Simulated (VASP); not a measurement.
Method: MS2 meta-GGA, VASP's PBE PAW potentials (set 64) (plane waves; VASP).

A VASP calculation is set up with these files.

File KPOINTS:
```
Regular mesh
0
Gamma
  7 7 7
```

**INCAR**
```
ALGO=Normal
EDIFF=1E-7
ENCUT=520
ISIF=2
ISMEAR=0
LASPH=.TRUE.
LCHARG=.FALSE.
LMAXMIX=4
LMIXTAU=.TRUE.
LREAL=.FALSE.
LWAVE=.FALSE.
METAGGA=MS2
NELM=100
PREC=Accurate
SIGMA=0.05
SYSTEM=SnTe
```

**POSCAR**
```
SnTe
1
    0.0000000000     3.1352121783     3.1352121783
    3.1352121783     0.0000000000     3.1352121783
    3.1352121783     3.1352121783     0.0000000000
Sn Te
1 1
Direct
  0.0000000000   0.0000000000   0.0000000000
  0.5000000000   0.5000000000   0.5000000000
```

POTCAR, in this order: Sn_d Te (PBE.64 set). Program: vasp_std.

### Question
What will the output report for the number of irreducible k-points (NKPTS), largest plane-wave count, number of space-group operations, FFT grid (NGX, NGY, NGZ)?

### Answer

| Quantity | Result |
|---|---|
| number of irreducible k-points (NKPTS) | 20 |
| largest plane-wave count | 1678 |
| number of space-group operations | 48 |
| FFT grid (NGX, NGY, NGZ) | 36 × 36 × 36 |

The compound is SnTe in the rock salt structure, which distorts at low temperature. It was relaxed first.
